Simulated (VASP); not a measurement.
Data:

```yaml
crystal:
  lattice:
    - [0.00000, 2.79066, 2.79066]
    - [2.79066, 0.00000, 2.79066]
    - [2.79066, 2.79066, 0.00000]
  atoms:
    - { symbol: W, position: [0.00000, 0.00000, 0.00000] }
    - { symbol: Si, position: [0.25000, 0.25000, 0.25000] }
```

Method: PBE GGA, VASP's PBE PAW potentials (set 64) (plane waves; VASP). Run with 400 eV cut-off, Gaussian smearing of 0.050 eV, potentials W_sv Si.

**Question.** Give the energies of bands 5 to 12 at the high-symmetry points, in eV from the Fermi level.

**Answer.** 
| band | Γ | X | U | L | W |
|---|---|---|---|---|---|
| 5 | -9.49 | -6.86 | -6.94 | -7.65 | -6.87 |
| 6 | -2.70 | -4.44 | -3.81 | -3.65 | -3.24 |
| 7 | -2.70 | -1.09 | -2.11 | -2.31 | -3.01 |
| 8 | -2.70 | -0.88 | -1.34 | -2.31 | -1.41 |
| 9 | -0.09 | -0.88 | -1.15 | 0.42 | -0.58 |
| 10 | -0.09 | 0.34 | 0.25 | 0.42 | 0.06 |
| 11 | 5.35 | 0.94 | 0.92 | 0.52 | 0.76 |
| 12 | 7.10 | 1.89 | 2.63 | 4.48 | 2.20 |

It has no gap at this level: it comes out as a metal or semimetal.

The structure was generated: WSi was put into the zinc blende type (F-43m), which need not be its known phase. It was relaxed first, which changed the volume by -31 %.
